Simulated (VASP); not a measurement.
Mg4Si: single point with PBEsol

The system is Mg4Si, a slab with vacuum.

```xyz
5
Lattice="3.1882 0.0000 0.0000 -1.5941 2.7611 0.0000 0.0000 0.0000 26.6627" Properties=species:S:1:pos:R:3 pbc="T T T"
Mg    1.5941    0.9204    8.5000
Mg    0.0000    1.8407   11.0542
Mg    1.5941    0.9204   13.5754
Mg    0.0000    1.8407   16.1881
Si    0.0000    0.0000   18.3465
```

* Program: VASP 6.6.1
* Task: single point
* Functional: PBEsol
* Potentials or basis: VASP PAW PBE potentials, release 64 (Mg, Si)
* Cutoff: 520 eV
* k mesh: 9 × 9 × 1
* Occupations: gaussian, width 0.1 eV
* Spin: no spin polarisation

```
Largest force          : 0.053 eV/Å
Band gap on the k mesh : none (metal or under the smearing width)
```

Forces on the atoms (eV/Å):
```
Mg   0.000  0.000 -0.053
Mg   0.000  0.000  0.050
Mg   0.000  0.000  0.009
Mg   0.000  0.000 -0.006
Si   0.000  0.000  0.000
```

Levels at points of the mesh, in eV from the Fermi level:
```
           k point  band 4  band 5  band 6  band 7  band 8  band 9
(0.00, 0.00, 0.00)   -4.46   -2.91   -1.37    0.85    2.74    3.81
```

It took 76 s on 1 thread of Intel(R) Xeon(R) Platinum 8488C (Sapphire Rapids), on a shared host, peak memory 0.32 GiB.

Caveat: the PAW data sets were made with another functional, which shifts forces and pressure a little.
